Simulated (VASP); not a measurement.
Crystal: MgO (Periclase).

```
Mg O
1.0
     0.00000    2.10392    2.10392
     2.10392    0.00000    2.10392
     2.10392    2.10392    0.00000
Mg O
1 1
Direct
  0.00000 0.00000 0.00000
  0.50000 0.50000 0.50000
```

Base run:

| Quantity | Value |
| --- | --- |
| Program | VASP 6.6.1 |
| Functional | PBE0 |
| Potentials or basis | VASP PAW PBE potentials, release 64 (Mg, O) |
| Cutoff | 520 eV |
| k mesh | 10 × 10 × 10 |
| Occupations | gaussian, width 0.03 eV |
| Spin | no spin polarisation |

Its results: band gap on the k mesh 7.21 eV, direct; pressure -1.0 GPa.

Q: The run is repeated on the same cell with these changes: functional from PBE0 to HSE06. What comes out?

A: Band gap on the k mesh 6.49 eV, direct; pressure -1.1 GPa.

Caveats: the PAW data sets were made with another functional, which shifts forces and pressure a little.
